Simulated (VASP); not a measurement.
# A VASP study of CdTe (PBE + D3(BJ)): structure first, properties next, part 2 of 6

Aim: relax CdTe, then compute properties on the relaxed cell. The start is a cell from a database of measured crystal structures.

VASP 6.6.1, plane waves and PAW; the level of theory is named at each step.

So far, gap on the k-mesh (eV): step 2 (relaxing cell and atoms (PBE + D3(BJ))) 0.725; step 3 (second relaxation) 0.725. The relaxed cell has a = 6.509 Å (conventional setting).

## 4. Single point with fields (PBE + D3(BJ))

Level of this step: PBE with D3(BJ); plane waves and PAW (Cd, Te) (VASP).

The relaxed cell gets a fresh self-consistent run, on a basis set for its own volume, to fix the density and to check the remaining stress.

INCAR reads:

```
SYSTEM = CdTe
PREC = Accurate
ENCUT = 400
EDIFF = 1E-06
NELM = 100
ISMEAR = 0
SIGMA = 0.05
LREAL = .FALSE.
ALGO = Normal
GGA = PE
IVDW = 12
NBANDS = 15
LORBIT = 11
LWAVE = .FALSE.
LCHARG = .TRUE.
ISIF = 2
LELF = .TRUE.
LVHAR = .TRUE.
```

POSCAR reads:

```
CdTe
1.0
    0.0000000000      3.2547367159      3.2547367159
    3.2547367159      0.0000000000      3.2547367159
    3.2547367159      3.2547367159      0.0000000000
Cd Te
1 1
Direct
    0.0000000000      0.0000000000      0.0000000000
    0.2500000000      0.2500000000      0.2500000000
```

KPOINTS reads:

```
Automatic mesh
0
Gamma
5 5 5
0 0 0
```

Potentials, in the order of the species: Cd and Te (PBE family, release 64).

Run with:

```
mpirun -np 2 vasp_std
```

What it wrote:

```text
[banner, memory and clock lines left out]
running    2 mpi-ranks, on    1 nodes
 distrk:  each k-point on    2 cores,    1 groups
 distr:  one band on    1 cores,    2 groups

 POSCAR found type information on POSCAR CdTe
 POSCAR found :  2 types and       2 ions
 LDA part: xc-table for (Slater+PW92), standard interpolation
|                                                                             |
|           W    W    AA    RRRRR   N    N  II  N    N   GGGG   !!!           |
|           W    W   A  A   R    R  NN   N  II  NN   N  G    G  !!!           |
|           W    W  A    A  R    R  N N  N  II  N N  N  G       !!!           |
|           W WW W  AAAAAA  RRRRR   N  N N  II  N  N N  G  GGG   !            |
|           WW  WW  A    A  R   R   N   NN  II  N   NN  G    G                |
|           W    W  A    A  R    R  N    N  II  N    N   GGGG   !!!           |
|                                                                             |
|     The number of bands has been changed from the values supplied in        |
|     The orbitals not found in the WAVECAR file will be initialized with     |
|     random numbers, which is usually adequate. For correlated               |
|     calculations, however, you should redo the groundstate calculation.     |
|     I found NBANDS = 15. Now, NBANDS = 16.                                  |
|                                                                             |

 POSCAR, INCAR and KPOINTS ok, starting setup
 FFT: planning ... GRIDC
 FFT: planning ... GRID_SOFT
 FFT: planning ... GRID
 WAVECAR not read
 entering main loop
       N       E                     dE             d eps       ncg     rms          rms(c)
DAV:   1     0.896599790458E+02    0.89660E+02   -0.71986E+03   320   0.782E+02
DAV:   2    -0.194286959216E+01   -0.91603E+02   -0.88158E+02   376   0.222E+02
DAV:   3    -0.497629698617E+01   -0.30334E+01   -0.30290E+01   424   0.424E+01
DAV:   4    -0.500486827827E+01   -0.28571E-01   -0.28571E-01   464   0.338E+00
DAV:   5    -0.500493840312E+01   -0.70125E-04   -0.70125E-04   432   0.154E-01    0.548E+00
DAV:   6    -0.478356009602E+01    0.22138E+00   -0.37294E-01   352   0.723E+00    0.451E+00
DAV:   7    -0.476693912989E+01    0.16621E-01   -0.11019E-01   368   0.213E+00    0.172E+00
DAV:   8    -0.476786411427E+01   -0.92498E-03   -0.10970E-02   344   0.118E+00    0.487E-01
DAV:   9    -0.476821162247E+01   -0.34751E-03   -0.94844E-04   376   0.315E-01    0.114E-01
DAV:  10    -0.476827732363E+01   -0.65701E-04   -0.11575E-04   400   0.101E-01    0.564E-02
DAV:  11    -0.476831932462E+01   -0.42001E-04   -0.80904E-05   384   0.567E-02    0.373E-02
DAV:  12    -0.476831834471E+01    0.97990E-06   -0.31808E-06   376   0.143E-02
   1 F= -.54416270E+01 E0= -.54416270E+01  d E =-.695751E-11
```

Run time: 5.4 s. Hardware: 2 MPI ranks of AMD EPYC 9R14 (Zen 4), shared host; peak memory 0.24 GiB; 8.5 s of CPU time.

OUTCAR, selected parts (step 4):

```text
The static configuration has the point symmetry T_d .

 Found     10 irreducible k-points:

   k-points           NKPTS =     10   k-points in BZ     NKDIM =     10   number of bands    NBANDS=     16

   NELECT =      18.0000    total number of electrons

 E-fermi :   2.4522

 k-point     1 :       0.0000    0.0000    0.0000
  band No.  band energies     occupation
    ...
      5      -5.7629      2.00000
      6      -5.7629      2.00000
      7       2.2377      2.00000
      8       2.2377      2.00000
      9       2.2377      2.00000
     10       2.9627      0.00000
     11       6.8414      0.00000
     12       6.8414      0.00000
     13       6.8414      0.00000
     14       9.6801      0.00000
    ...

 k-point     2 :       0.2000    0.0000    0.0000
  band No.  band energies     occupation
    ...
      5      -5.7640      2.00000
      6      -5.7640      2.00000
      7       0.1154      2.00000
      8       1.9382      2.00000
      9       1.9382      2.00000
     10       4.1554      0.00000
     11       7.1526      0.00000
     12       7.2695      0.00000
     13       7.2695      0.00000
     14      10.6366      0.00000
    ...

 Edisp (eV)   -0.67331

  Total       0.00950     0.00950     0.00950    -0.00000     0.00000     0.00000
  in kB       0.22062     0.22062     0.22062    -0.00000     0.00000     0.00000
  external pressure =        0.22 kB  Pullay stress =        0.00 kB

 POSITION                                       TOTAL-FORCE (eV/Angst)
 -----------------------------------------------------------------------------------
      0.00000      0.00000      0.00000         0.000000      0.000000      0.000000
      1.62737      1.62737      1.62737        -0.000000     -0.000000     -0.000000
 -----------------------------------------------------------------------------------
    total drift:                               -0.000001     -0.000001     -0.000001

  FREE ENERGIE OF THE ION-ELECTRON SYSTEM (eV)
  ---------------------------------------------------
  free  energy   TOTEN  =        -5.4416269742 eV

  energy  without entropy=       -5.4416269742  energy(sigma->0) =       -5.44162697

 total charge
# of ion       s       p       d       tot
------------------------------------------
    1        0.466   0.311   9.529  10.306
    2        1.349   2.061   0.020   3.430
--------------------------------------------------
tot          1.815   2.372   9.549  13.736

[... 7 parts as in an earlier step ...]

[... 5 further parts left out ...]
```

This step gave:

```yaml
scf_cycles: 12
bands: 16
fermi_energy: 2.452 eV
pressure: 0.02206 GPa
gap_on_the_k_mesh: 0.7250 eV
least_direct_gap_on_the_k_mesh: 0.7250 eV
```

Valence electrons inside each PAW sphere by angular momentum. Sphere charges, by row:

```
atom  s (e)  p (e)  d (e)  tot (e)
 Cd1  0.466  0.311  9.529    10.31
 Te2  1.349  2.061   0.02     3.43
```

Valence density in the ac plane of a cell with a along [110], b along [-110] and c along [001] of the cube at fractional y = 0.000, with atoms of Cd and Te within 0.2 Å of it. It is the smooth field of the valence electrons, not physical close to the nuclei.

Ten steps, logarithmic in the rise over the least value, from '0' (-0.4 e/Å³) to '9' (8.6 e/Å³), each cell a mean:
```
98644444445799864444444579
76544444444677654444444467
54445545544455444554554445
44445423554444444542355444
33445402454333344540245433
33345444544333334544454433
33344555443333334455544333
33334444443333333444444333
33333344333333333334433333
33333333333333333333333333
33333333333333333333333333
33333333333333333333333333
33333333333333333333333333
33333333333333333333333333
44333333333444433333333344
65433333334566543333333456
87543333334688754333333468
98643333345799864333334579
```
Columns run along a (9.2 Å), rows up along c (6.5 Å), edges of the conventional cell, whose origin can differ from the input's. Atoms in or near the plane, at fractional coordinates: Cd at (0.50, 0.00), Cd at (0.00, 0.00), Te at (0.75, 0.75), Te at (0.25, 0.75).

ELF in the ac plane of a cell with a along [110], b along [-110] and c along [001] of the cube at fractional y = 0.000, with atoms of Cd and Te within 0.2 Å of it. It is the smooth field of the valence electrons, not physical close to the nuclei.

Ten even steps from '_' (0.01) to '@' (0.85), each cell a mean:
```
__..::::++##%%%%**--::..____..::::++##%%%%**--::..__
..::::==%%@@@@@@@@**--::::..::::==%%@@@@@@@@**--::::
::::--##@@@@@@@@@@@@++::::::::--##@@@@@@@@@@@@++::::
..::**@@@@%%####@@@@##--::..::**@@@@%%####@@@@##--::
..--##@@@@%%**##@@@@%%==....--##@@@@%%**##@@@@%%==..
__::**@@@@@@%%%%@@@@##==..__::**@@@@@@%%%%@@@@##==..
__..==##@@@@@@@@@@%%**::____..==##@@@@@@@@@@%%**::__
____::++##@@@@@@%%**==..______::++##@@@@@@%%**==..__
______::==**####++--..__________::==**####++--..____
________..::----::..______________..::----::..______
____________________________________________________
____________________________________________________
____________________________________________________
......________________..........________________....
::::....__________....::::::::....__________....::::
::::::::..________..::::::::::::::..________..::::::
__::--::..........::::::..__::--::..........::::::..
____::::::==++==--::::..______::::::==++==--::::..__
```
Columns run along a (9.2 Å), rows up along c (6.5 Å), edges of the conventional cell, whose origin can differ from the input's. Atoms in or near the plane, at fractional coordinates: Cd at (0.50, 0.00), Cd at (0.00, 0.00), Te at (0.75, 0.75), Te at (0.25, 0.75).

Electrostatic potential energy in the ac plane of a cell with a along [110], b along [-110] and c along [001] of the cube at fractional y = 0.000, with atoms of Cd and Te within 0.2 Å of it. With pseudopotentials it is smooth inside the atoms' cores, unlike the true potential.

Ten even steps from '_' (-83 eV) to '@' (4 eV), each cell a mean:
```
####%%@@@@@@@@@@@@@@%%%%######%%@@@@@@@@@@@@@@%%%%##
%%%%%%@@@@%%####%%@@%%%%%%%%%%%%@@@@%%####%%@@%%%%%%
%%%%@@@@##==..::++%%@@@@%%%%%%@@@@##==..::++%%@@@@%%
@@@@@@%%++______::##@@@@@@@@@@@@%%++______::##@@@@@@
@@@@@@%%==______..##@@@@@@@@@@@@%%==______..##@@@@@@
@@@@@@@@**..____--%%@@@@@@@@@@@@@@**..____--%%@@@@@@
@@@@@@@@%%**==++##@@@@@@@@@@@@@@@@%%**==++##@@@@@@@@
@@@@@@@@@@@@%%%%@@@@@@@@@@@@@@@@@@@@@@%%%%@@@@@@@@@@
@@@@@@@@@@@@@@@@@@@@@@@@@@@@@@@@@@@@@@@@@@@@@@@@@@@@
@@@@@@@@@@@@@@@@@@@@@@@@@@@@@@@@@@@@@@@@@@@@@@@@@@@@
@@@@@@@@@@@@@@@@@@@@@@@@@@@@@@@@@@@@@@@@@@@@@@@@@@@@
@@@@@@@@@@@@@@@@@@@@@@@@@@@@@@@@@@@@@@@@@@@@@@@@@@@@
@@@@@@@@@@@@@@@@@@@@@@@@@@@@@@@@@@@@@@@@@@@@@@@@@@@@
@@@@@@@@@@@@@@@@@@@@@@@@@@@@@@@@@@@@@@@@@@@@@@@@@@@@
@@@@@@@@@@@@@@@@@@@@@@@@@@@@@@@@@@@@@@@@@@@@@@@@@@@@
%%%%@@@@@@@@@@@@@@@@@@%%%%%%%%@@@@@@@@@@@@@@@@@@%%%%
##%%%%@@@@@@@@@@@@@@%%%%####%%%%@@@@@@@@@@@@@@%%%%##
####%%@@@@@@@@@@@@@@%%%%######%%@@@@@@@@@@@@@@%%%%##
```
Columns run along a (9.2 Å; values clipped at the 3rd and 97th percentile), rows up along c (6.5 Å), edges of the conventional cell, whose origin can differ from the input's. Atoms in or near the plane, at fractional coordinates: Cd at (0.50, 0.00), Cd at (0.00, 0.00), Te at (0.75, 0.75), Te at (0.25, 0.75).

In this run the pressure is 0.02 GPa, small enough to go on.

## 5. Bands along the symmetry lines (PBE + D3(BJ))

The mesh alone shows little of the dispersion and can miss band extrema, so KPOINTS_OPT adds a path through the symmetry points after the self-consistent cycle.

INCAR reads:

```
SYSTEM = CdTe
PREC = Accurate
ENCUT = 400
EDIFF = 1E-06
NELM = 100
ISMEAR = 0
SIGMA = 0.05
LREAL = .FALSE.
ALGO = Normal
GGA = PE
IVDW = 12
NBANDS = 21
LORBIT = 11
LWAVE = .FALSE.
LCHARG = .FALSE.
KPAR = 2
```

POSCAR is that of step 4.

KPOINTS is that of step 4.

KPOINTS_OPT reads:

```
Line mode
16
Line-mode
Reciprocal
  0.00000000   0.00000000   0.00000000 GAMMA
  0.50000000   0.00000000   0.50000000 X

  0.50000000   0.00000000   0.50000000 X
  0.50000000   0.25000000   0.75000000 W

  0.50000000   0.25000000   0.75000000 W
  0.37500000   0.37500000   0.75000000 K

  0.37500000   0.37500000   0.75000000 K
  0.00000000   0.00000000   0.00000000 GAMMA

  0.00000000   0.00000000   0.00000000 GAMMA
  0.50000000   0.50000000   0.50000000 L

  0.50000000   0.50000000   0.50000000 L
  0.62500000   0.25000000   0.62500000 U

  0.62500000   0.25000000   0.62500000 U
  0.50000000   0.25000000   0.75000000 W

  0.50000000   0.25000000   0.75000000 W
  0.50000000   0.50000000   0.50000000 L

  0.50000000   0.50000000   0.50000000 L
  0.37500000   0.37500000   0.75000000 K

  0.62500000   0.25000000   0.62500000 U
  0.50000000   0.00000000   0.50000000 X
```

Run with:

```
mpirun -np 2 vasp_std
```

What it wrote:

```text
[... set-up lines as in an earlier step ...]
 entering main loop
       N       E                     dE             d eps       ncg     rms          rms(c)
DAV:   1     0.904600055861E+02    0.90460E+02   -0.69833E+03   420   0.599E+02
DAV:   2    -0.153582278795E+01   -0.91996E+02   -0.87210E+02   480   0.178E+02
DAV:   3    -0.497334375304E+01   -0.34375E+01   -0.34236E+01   493   0.350E+01
DAV:   4    -0.500478478627E+01   -0.31441E-01   -0.31438E-01   554   0.298E+00
DAV:   5    -0.500493595569E+01   -0.15117E-03   -0.15117E-03   505   0.177E-01    0.548E+00
DAV:   6    -0.478375208135E+01    0.22118E+00   -0.26874E-01   493   0.551E+00    0.446E+00
DAV:   7    -0.476683705764E+01    0.16915E-01   -0.93877E-02   500   0.165E+00    0.171E+00
DAV:   8    -0.476792305703E+01   -0.10860E-02   -0.11168E-02   465   0.921E-01    0.432E-01
DAV:   9    -0.476824427345E+01   -0.32122E-03   -0.98980E-04   485   0.278E-01    0.985E-02
DAV:  10    -0.476828292706E+01   -0.38654E-04   -0.10572E-04   501   0.961E-02    0.568E-02
DAV:  11    -0.476831838980E+01   -0.35463E-04   -0.65563E-05   470   0.424E-02    0.360E-02
DAV:  12    -0.476831796413E+01    0.42567E-06   -0.20231E-06   477   0.977E-03
   1 F= -.54416266E+01 E0= -.54416266E+01  d E =-.110770E-11
 Start KPOINTS_OPT (optional k-point list driver)
k-point batch [1-10\160]
       N       E                     dE             ncg
DAV:   1     0.333524366157E+03   -0.73428E+03      428
DAV:   2    -0.641932175680E+03   -0.97546E+03      495
DAV:   3    -0.680860022700E+03   -0.38928E+02      490
DAV:   4    -0.681175244329E+03   -0.31522E+00      564
DAV:   5    -0.681177228787E+03   -0.19845E-02      500
DAV:   6    -0.681177275561E+03   -0.46774E-04      558
DAV:   7    -0.681177276564E+03   -0.10037E-05      438
DAV:   8    -0.681177276602E+03   -0.37406E-07      348
[...]
k-point batch [151-160\160]
       N       E                     dE             ncg
DAV:   1     0.125334268880E+03   -0.47101E+04      444
DAV:   2    -0.734337438204E+03   -0.85967E+03      481
DAV:   3    -0.763964856723E+03   -0.29627E+02      523
DAV:   4    -0.764249226254E+03   -0.28437E+00      573
DAV:   5    -0.764249937281E+03   -0.71103E-03      534
DAV:   6    -0.764249946975E+03   -0.96936E-05      564
DAV:   7    -0.764249947112E+03   -0.13695E-06      467
```

Wall time 36 s (2 MPI ranks); peak memory 0.31 GiB.

OUTCAR, selected parts (step 5):

```text
   k-points           NKPTS =     10   k-points in BZ     NKDIM =     10   number of bands    NBANDS=     21

   NELECT =      18.0000    total number of electrons

 E-fermi :   2.4627

 k-point     1 :       0.0000    0.0000    0.0000
  band No.  band energies     occupation
    ...
      5      -5.7631      2.00000
      6      -5.7631      2.00000
      7       2.2378      2.00000
      8       2.2378      2.00000
      9       2.2378      2.00000
     10       2.9626      0.00000
     11       6.8414      0.00000
     12       6.8414      0.00000
     13       6.8414      0.00000
     14       9.6798      0.00000
    ...

 Edisp (eV)   -0.67331

  Total       0.00861     0.00861     0.00861    -0.00000     0.00000    -0.00000
  in kB       0.20010     0.20010     0.20010    -0.00000     0.00000    -0.00000
  external pressure =        0.20 kB  Pullay stress =        0.00 kB

  FREE ENERGIE OF THE ION-ELECTRON SYSTEM (eV)
  ---------------------------------------------------
  free  energy   TOTEN  =        -5.4416265936 eV

  energy  without entropy=       -5.4416265936  energy(sigma->0) =       -5.44162659

[... 9 parts as in an earlier step ...]

[... 8 further parts left out ...]
```

Spin-orbit coupling is off here; with elements this heavy it splits and shifts levels by tenths of an eV or more.

This step gave:

```
bands                             : 21
Fermi energy                      : 2.463 eV
pressure                          : 0.02001 GPa
least gap on mesh and path        : 0.7242 eV
least direct gap on mesh and path : 0.7245 eV
```

The electronic bands at the labelled points (eV, zero at the valence-band top; v1 is the highest filled band, c1 the lowest empty one):

```
          point     v4     v3     v2     v1    c1    c2    c3    c4
              Γ  -8.00   0.00   0.00   0.00  0.72  4.60  4.60  4.60
0.53 of the way  -7.95  -2.82  -1.15  -1.15  2.90  3.31  6.64  6.64
              X  -7.52  -4.25  -1.82  -1.82  2.63  2.67  8.77  9.06
0.53 of the way  -7.48  -4.19  -2.08  -2.01  3.37  3.41  7.26  7.39
              W  -7.44  -4.13  -2.27  -2.14  4.20  4.68  5.54  6.30
0.53 of the way  -7.47  -4.14  -2.44  -1.76  3.41  4.52  6.40  6.86
              K  -7.48  -4.15  -2.50  -1.51  2.90  4.50  7.31  7.43
0.47 of the way  -7.90  -3.14  -1.60  -0.50  2.87  4.99  5.40  5.40
              Γ  -8.00   0.00   0.00   0.00  0.72  4.60  4.60  4.60
0.53 of the way  -8.00  -2.88  -0.46  -0.46  1.96  5.17  5.17  5.51
              L  -7.66  -4.35  -0.76  -0.76  1.80  5.19  5.19  7.07
0.53 of the way  -7.58  -4.19  -1.96  -1.10  2.92  4.79  6.07  6.80
              U  -7.48  -4.15  -2.50  -1.51  2.90  4.50  7.31  7.43
0.47 of the way  -7.47  -4.14  -2.44  -1.76  3.41  4.52  6.40  6.86
              W  -7.44  -4.13  -2.27  -2.14  4.20  4.68  5.54  6.30
0.47 of the way  -7.55  -4.16  -2.10  -1.30  3.30  4.60  5.94  7.25
              L  -7.66  -4.35  -0.76  -0.76  1.80  5.19  5.19  7.07
0.47 of the way  -7.60  -4.22  -1.78  -1.03  2.80  4.77  5.88  6.93
              K  -7.48  -4.15  -2.50  -1.51  2.90  4.50  7.31  7.43
      jump to U  -7.48  -4.15  -2.50  -1.51  2.90  4.50  7.31  7.43
0.47 of the way  -7.50  -4.22  -2.13  -1.73  2.72  3.32  7.97  8.36
              X  -7.52  -4.25  -1.82  -1.82  2.63  2.67  8.77  9.06
```

Of the projections kept (Cd, Te), the largest for each band there; the rest of the weight can lie on other orbitals:

```
point       v4       v3       v2       v1       c1       c2       c3       c4
    Γ  Cd 1.00  Te 0.83  Te 0.83  Te 0.83  Cd 0.57  Cd 0.71  Cd 0.71  Cd 0.71
    X  Cd 0.88  Cd 0.55  Te 0.80  Te 0.80  Cd 0.60  Cd 0.61  Te 0.81  Te 0.52
    W  Cd 0.88  Cd 0.55  Te 0.76  Te 0.78  Te 0.55  Te 0.73  Cd 0.63  Cd 0.52
    K  Cd 0.88  Cd 0.54  Te 0.77  Te 0.79  Cd 0.60  Te 0.61  Te 0.57  Te 0.56
    Γ  Cd 1.00  Te 0.83  Te 0.83  Te 0.83  Cd 0.57  Cd 0.71  Cd 0.71  Cd 0.71
    L  Cd 0.92  Te 0.55  Te 0.80  Te 0.80  Cd 0.63  Cd 0.60  Cd 0.60  Te 0.74
```

The path finds the gap of the mesh within 0.02 eV, so the mesh comes close to both band edges.

(Part 2 of 6 ends here.)

[Lines on the potential files, build, host, timing and source positions are cut from VASP's logs without a mark.]

[Logs are printed without paths, hosts, clocks, repeated set-up lines and the standing remarks that a program may print on its own settings, such as how far it seeks lower states.]

[Hosts, paths, dates, database ids (printed as entryN), source tags and the programs' standing remarks are cut or masked in the printed files.]

[A measured line is paired with the nearest computed mode of its activity, which favours agreement.]
